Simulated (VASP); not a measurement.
These are LDA (Ceperley-Alder, Perdew-Zunger), VASP's LDA PAW potentials (set 64) (plane waves; VASP 6.6.1) values and carry that method's errors.

Input for VASP

### INCAR
```
ALGO  =  Normal   # blocked Davidson
EDIFFG  =  -0.02   # ionic stop
PSTRESS  =  300
SYSTEM  =  TiCo
ISIF  =  3   # ions, shape and volume
IBRION  =  2   # conjugate gradients
PREC  =  Accurate
NSW  =  40   # most ionic steps
LMAXMIX  =  4
ISMEAR  =  1   # Methfessel-Paxton
LCHARG  =  .FALSE.
NELM  =  100   # most electronic steps
ENCUT  =  500   # plane-wave cut-off (eV)
EDIFF  =  1E-6   # SCF stop (eV)
LREAL  =  .FALSE.
SIGMA  =  0.1   # width (eV)
LASPH  =  .TRUE.   # aspherical one-centre terms
LWAVE  =  .FALSE.
```

File KPOINTS:
```
kpoints
0
G
13 13 13
0 0 0
```

POSCAR:
```
TiCo
1
    2.7932096778    -0.0000000000     0.0000000000
   -0.0000000000     2.7932096778     0.0000000000
   -0.0000000000    -0.0000000000     2.7932096778
Ti Co
1 1
Direct
  0.0000000000   0.0000000000   0.0000000000
  0.5000000000   0.5000000000   0.5000000000
```

POTCAR, in this order: Ti_sv Co (LDA.64 set). Program: vasp_std.

Output of the run:

File OSZICAR:
```
       N       E                     dE             d eps       ncg     rms          rms(c)
DAV:   1     0.150270142455E+03    0.15027E+03   -0.10356E+04  2358   0.192E+03
DAV:   2    -0.100565020587E+02   -0.16033E+03   -0.15764E+03  2364   0.413E+02
DAV:   3    -0.190448283939E+02   -0.89883E+01   -0.88984E+01  3606   0.109E+02
DAV:   4    -0.192889023882E+02   -0.24407E+00   -0.24304E+00  2888   0.149E+01
DAV:   5    -0.192972847493E+02   -0.83824E-02   -0.83822E-02  3334   0.258E+00    0.165E+01
DAV:   6    -0.180049644218E+02    0.12923E+01   -0.12470E+01  2484   0.568E+01    0.761E+00
DAV:   7    -0.188695450357E+02   -0.86458E+00   -0.19025E+01  3578   0.531E+01    0.162E+01
DAV:   8    -0.173635266795E+02    0.15060E+01   -0.87578E+00  3428   0.340E+01    0.218E+00
DAV:   9    -0.173996030851E+02   -0.36076E-01   -0.23315E-01  3364   0.539E+00    0.183E+00
DAV:  10    -0.173793629056E+02    0.20240E-01   -0.89254E-02  3498   0.415E+00    0.464E-01
DAV:  11    -0.173780789413E+02    0.12840E-02   -0.65358E-03  3298   0.906E-01    0.160E-01
DAV:  12    -0.173778214725E+02    0.25747E-03   -0.68269E-04  3600   0.261E-01    0.482E-02
DAV:  13    -0.173778066507E+02    0.14822E-04   -0.52281E-05  3462   0.738E-02    0.188E-02
DAV:  14    -0.173778055692E+02    0.10814E-05   -0.56506E-06  3162   0.291E-02    0.316E-03
DAV:  15    -0.173778055042E+02    0.65068E-07   -0.59545E-07  1320   0.121E-02
   1 F= -.13297231E+02 E0= -.13297518E+02  d E =-.132972E+02
```

### OUTCAR
```
------------------------ aborting loop because EDIFF is reached ----------------------------------------
  FORCE on cell =-STRESS in cart. coord.  units (eV):
  Direction    XX          YY          ZZ          XY          YZ          ZX
  --------------------------------------------------------------------------------------
  Total        4.0431624      4.0431624      4.0431624     -0.0000000      0.0000000      0.0000000
  in kB      297.2495170    297.2495170    297.2495170     -0.0000000      0.0000000      0.0000000
  external PRESSURE =      -2.7504830 kB  Pullay stress =     300.0000000 kB
  volume of cell :       21.79
      direct lattice vectors                 reciprocal lattice vectors
     2.793209678  0.000000000  0.000000000     0.358011075  0.000000000  0.000000000
     0.000000000  2.793209678  0.000000000     0.000000000  0.358011075  0.000000000
     0.000000000  0.000000000  2.793209678     0.000000000  0.000000000  0.358011075
 POSITION                                       TOTAL-FORCE (eV/Angst)
 -----------------------------------------------------------------------------------
      0.00000      0.00000      0.00000         0.000000      0.000000      0.000000
      1.39660      1.39660      1.39660         0.000000      0.000000      0.000000
 -----------------------------------------------------------------------------------
    total drift:                               -0.000000      0.000000      0.000000
  FREE ENERGIE OF THE ION-ELECTRON SYSTEM (eV)
  ---------------------------------------------------
  free  energy   TOTEN  =       -17.3778055042 eV

  energy  without entropy=      -17.3786672830  energy(sigma->0) =      -17.37809276
  enthalpy is  TOTEN    =       -13.2972312359 eV   P V=        4.0805742683

 reached required accuracy - stopping structural energy minimisation
```
(Selected blocks of OUTCAR.)

OUTCAR:
```
 val. band max:       12.4837798627   @ k =   0.3846   0.1538   0.0769

 cond. band min:      12.5002284403   @ k =   0.3846   0.3846   0.3077


 Fermi energy:        12.4933769633

 k-point     1 :       0.0000    0.0000    0.0000
  band No.  band energies     occupation
      1     -43.7014      2.00000
      2     -20.0790      2.00000
      3     -20.0790      2.00000
      4     -20.0790      2.00000
      5       4.1313      2.00000
      6       7.5259      2.00000
      7       7.5259      2.00000
      8      10.6179      2.00000
      9      10.6179      2.00000
     10      10.6179      2.00000
     11      13.4293     -0.00000
     12      13.4293     -0.00000
     13      15.9831      0.00000
     14      15.9831      0.00000

 k-point     2 :       0.0769    0.0000    0.0000
  band No.  band energies     occupation
      1     -43.6971      2.00000
      2     -20.1155      2.00000
      3     -20.0767      2.00000
      4     -20.0767      2.00000
      5       4.2734      2.00000
      6       7.5917      2.00000
      7       7.6096      2.00000
      8      10.6086      2.00000
      9      10.6086      2.00000
     10      10.6460      2.00000
     11      13.3438     -0.00000
     12      13.4648     -0.00000
     13      15.7618      0.00000
     14      15.7618      0.00000

 k-point     3 :       0.1538    0.0000    0.0000
  band No.  band energies     occupation
      1     -43.6846      2.00000
      2     -20.2158      2.00000
      3     -20.0703      2.00000
      4     -20.0703      2.00000
      5       4.6883      2.00000
      6       7.7856      2.00000
      7       7.8402      2.00000
      8      10.5858      2.00000
      9      10.5858      2.00000
     10      10.7258      2.00000
     11      13.0947     -0.00000
     12      13.5534     -0.00000
     13      15.2175      0.00000
     14      15.2175      0.00000

 k-point     4 :       0.2308    0.0000    0.0000
  band No.  band energies     occupation
...
```

The compound is TiCo in the CsCl type structure. It was relaxed first under an external pressure of 30 GPa. The run is not spin-polarised, so no magnetic state was tried. The electron count is odd and the run is not spin-polarised, which forces a metal.
